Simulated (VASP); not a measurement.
Calculation: vdW-DF-cx, VASP's PBE PAW potentials (set 64) (plane waves; VASP).

Input for VASP

File POSCAR:
```
LiF
1
    0.0000000000     2.0178737511     2.0178737511
    2.0178737511     0.0000000000     2.0178737511
    2.0178737511     2.0178737511     0.0000000000
Li F
1 1
Direct
  0.0000000000   0.0000000000   0.0000000000
  0.5000000000   0.5000000000   0.5000000000
```

**KPOINTS**
```
k-points along high-symmetry lines
15
Line-mode
Reciprocal
  0.000000   0.000000   0.000000 ! GAMMA
  0.500000   0.000000   0.500000 ! X

  0.500000   0.000000   0.500000 ! X
  0.625000   0.250000   0.625000 ! U

  0.375000   0.375000   0.750000 ! K
  0.000000   0.000000   0.000000 ! GAMMA

  0.000000   0.000000   0.000000 ! GAMMA
  0.500000   0.500000   0.500000 ! L

  0.500000   0.500000   0.500000 ! L
  0.500000   0.250000   0.750000 ! W

  0.500000   0.250000   0.750000 ! W
  0.500000   0.000000   0.500000 ! X
```

**INCAR**
```
LASPH  =  T   ! aspherical one-centre terms
PREC  =  Accurate
LREAL  =  F   ! projection in real space or not
LORBIT  =  11
SYSTEM  =  LiF
EDIFF  =  1E-7   ! SCF stop (eV)
ALGO  =  Normal   ! blocked Davidson
ENCUT  =  520
SIGMA  =  0.05
LWAVE  =  F
ISMEAR  =  0   ! Gaussian
LUSE_VDW  =  T
GGA  =  CX
AGGAC  =  0.0
LCHARG  =  F
ICHARG  =  11
NELM  =  100
```

POTCAR, in this order: Li_sv F (PBE.64 set). Program: vasp_std. Read from the step before: CHGCAR.

The resulting files:

File OSZICAR:
```
       N       E                     dE             d eps       ncg     rms          rms(c)
DAV:   1     0.336125942828E+02    0.33613E+02   -0.55512E+03  1732   0.113E+03
DAV:   2    -0.562796560464E+01   -0.39241E+02   -0.37861E+02  1769   0.199E+02
DAV:   3    -0.660092449266E+01   -0.97296E+00   -0.97126E+00  2275   0.300E+01
DAV:   4    -0.660735699957E+01   -0.64325E-02   -0.64315E-02  1981   0.231E+00
DAV:   5    -0.660740374748E+01   -0.46748E-04   -0.46748E-04  2239   0.135E-01
DAV:   6    -0.660740394243E+01   -0.19495E-06   -0.19495E-06  2018   0.773E-03
DAV:   7    -0.660740394469E+01   -0.22558E-08   -0.22524E-08  2226   0.575E-04
   1 F= -.66074039E+01 E0= -.66074039E+01  d E =-.556869E-16
```

File OUTCAR:
```
 val. band max:       -1.1068345941   @ k =   0.0536   0.0536   0.1071

 cond. band min:       8.0952209471   @ k =   0.0000   0.0000   0.0000



 k-point     1 :       0.0000    0.0000    0.0000
  band No.  band energies     occupation
      1     -41.6691      2.00000
      2     -20.9384      2.00000
      3      -1.1073      2.00000
      4      -1.1073      2.00000
      5      -1.1073      2.00000
      6       8.0952      0.00000
      7      23.1283      0.00000
      8      23.1284      0.00000
      9      23.1743      0.00000

 k-point     2 :       0.0357    0.0000    0.0357
  band No.  band energies     occupation
      1     -41.6679      2.00000
      2     -20.9309      2.00000
      3      -1.1409      2.00000
      4      -1.1201      2.00000
      5      -1.1201      2.00000
      6       8.1508      0.00000
      7      22.4396      0.00000
      8      22.4396      0.00000
      9      22.6870      0.00000

 k-point     3 :       0.0714    0.0000    0.0714
  band No.  band energies     occupation
      1     -41.6650      2.00000
      2     -20.9102      2.00000
      3      -1.2405      2.00000
      4      -1.1581      2.00000
      5      -1.1581      2.00000
      6       8.3090      0.00000
      7      21.7460      0.00000
      8      21.7481      0.00000
      9      21.8006      0.00000

 k-point     4 :       0.1071    0.0000    0.1071
  band No.  band energies     occupation
      1     -41.6605      2.00000
      2     -20.8769      2.00000
      3      -1.4029      2.00000
      4      -1.2190      2.00000
      5      -1.2190      2.00000
      6       8.5657      0.00000
      7      20.8438      0.00000
      8      21.1591      0.00000
      9      21.3076      0.00000

 k-point     5 :       0.1429    0.0000    0.1429
  band No.  band energies     occupation
      1     -41.6546      2.00000
      2     -20.8312      2.00000
      3      -1.6221      2.00000
      4      -1.2996      2.00000
...
```

The density is held fixed in this step, so its total energy and stress have no physical meaning.

The compound is LiF in the rock salt structure. It was relaxed first.
